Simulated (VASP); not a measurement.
Given:

```
Lu
1.0
    0.00000     2.45739     2.45739
    2.45739     0.00000     2.45739
    2.45739     2.45739     0.00000
Lu
1
Direct
  0.00000   0.00000   0.00000
```

Calculation: PBEsol GGA, VASP's PBE PAW potentials (set 64) (plane waves; VASP 6.6.1). Run with 400 eV cut-off, 12×12×12 Γ-centred mesh, first-order Methfessel-Paxton smearing of 0.10 eV, potentials Lu_3.

Energy and stress use the plane-wave basis of the starting cell.

Task: The ions, cell shape and volume are relaxed. Which structure does the run end with?

Result: 
```
Lu
1.0
    0.00000     2.39906     2.39906
    2.39906     0.00000     2.39906
    2.39906     2.39906     0.00000
Lu
1
Direct
  0.00000   0.00000   0.00000
```
Space group Fm-3m (225), at a tolerance of 0.03 Å.

Task: How do energy and volume change from the first to the last step?

Result: The energy (σ→0) changes by -19.4 meV/atom and the volume by -7.0 %, in 3 ionic steps.

```
step  E(σ→0) (eV)  max force (eV/Å)  pressure (GPa)  volume (Å³)
----  -----------  ----------------  --------------  -----------
1         -4.8144             0.000           -2.94        29.68
2         -4.8336             0.000            0.37        27.40
3         -4.8339             0.000            0.01        27.62
```

The structure was generated: Lu was put into the fcc type (Fm-3m), which need not be its known phase. This run relaxes it. Symmetry was kept, so distortions that lower it aren't found.
